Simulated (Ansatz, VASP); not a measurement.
## One calculation of Cu2B, two programs

```xyz
6
Lattice="0.0000 3.3124 3.3124 3.3124 0.0000 3.3124 3.3124 3.3124 0.0000" Properties=species:S:1:pos:R:3 pbc="T T T"
Cu    4.1405    4.1405    4.1405
Cu    4.1405    2.4843    2.4843
Cu    2.4843    2.4843    4.1405
Cu    2.4843    4.1405    2.4843
B     0.0000    0.0000    0.0000
B     1.6562    1.6562    1.6562
```

Change from the starting cell: species swapped into the PrFe2 type (Fd-3m, No. 227).

Alike in both runs: task relaxation of cell and atoms; functional PBE; k mesh 10 × 10 × 10; occupations gaussian, width 0.1 eV; no spin polarisation.

|  | VASP | Ansatz |
| --- | --- | --- |
| version | VASP 6.6.1 | Ansatz 0.2.0 |
| potentials or method | VASP PAW PBE potentials, release 64 (Cu, B) | scalar-relativistic, plane waves, PAW |
| plane-wave cutoff (eV) | 600 | 420 |
| valence electrons in the cell | 50 | 82 |

|  | VASP | Ansatz | Ansatz less VASP |
| --- | --- | --- | --- |
| gap on the k mesh at the Fermi level, each at its own relaxed structure (eV) | none | none | - |
| relaxed volume (Å³/atom) | 11.83 | 11.80 | -0.031 |
| relaxed cell length with the largest relative difference (Å) | 4.648 | 4.644 | -0.0040 |
| energy change over the relaxation (meV/atom) | -2 | -3 | -0.6 |

A gap of «none» marks a metal or a gap that the smearing closes. The two sets of potentials don't hold the same shells in valence.
